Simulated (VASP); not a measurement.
These are PBEsol GGA, VASP's PBE PAW potentials (set 64) (plane waves; VASP) values and carry that method's errors.

A VASP calculation is set up with these files.

### KPOINTS
```
K-points
0
G
  8 8 8
```

POSCAR:
```
NaI
1
    0.0000000000     3.1980132894     3.1980132894
    3.1980132894     0.0000000000     3.1980132894
    3.1980132894     3.1980132894     0.0000000000
Na I
1 1
Direct
  0.0000000000   0.0000000000   0.0000000000
  0.5000000000   0.5000000000   0.5000000000
```

### INCAR
```
# general
SYSTEM =NaI
PREC   =Accurate
ENCUT  =480
LREAL  =.False.
LASPH  =.True.

# electronic loop
EDIFF  =1E-7
NELM   =100
ALGO   =Normal
LMAXMIX=4

# smearing
ISMEAR =0
SIGMA  =0.05

# functional
GGA    =PS

# ions
ISIF   =2

# output
LWAVE  =.False.
LCHARG =.False.
```

POTCAR, in this order: Na_pv I (PBE.64 set). Program: vasp_std.

Unless said otherwise, spin-orbit coupling is left out, though it shifts the bands of the heavy elements here.

### Question
What does the run give for the energy per atom (σ→0), band gap (on the k-mesh)?

### Answer

```
Property                           Value
------------------------  --------------
energy per atom (σ→0)     -2.835 eV/atom
band gap (on the k-mesh)         3.60 eV
```

**OSZICAR**
```
...
DAV:   6    -0.567892341017E+01    0.56829E-01   -0.77038E-02   737   0.241E+00    0.955E-01
DAV:   7    -0.566890387124E+01    0.10020E-01   -0.58510E-02   769   0.181E+00    0.501E-01
DAV:   8    -0.566979934100E+01   -0.89547E-03   -0.32946E-03   686   0.683E-01    0.950E-02
DAV:   9    -0.566977179239E+01    0.27549E-04   -0.10308E-04   734   0.140E-01    0.263E-02
DAV:  10    -0.566977655903E+01   -0.47666E-05   -0.21730E-05   760   0.658E-02    0.546E-03
DAV:  11    -0.566977668746E+01   -0.12842E-06   -0.24858E-06   704   0.199E-02    0.176E-03
DAV:  12    -0.566977677105E+01   -0.83590E-07   -0.29282E-07   725   0.420E-03
   1 F= -.56697768E+01 E0= -.56697768E+01  d E =-.861027E-17
```

The compound is NaI in the rock salt structure. It was relaxed first.
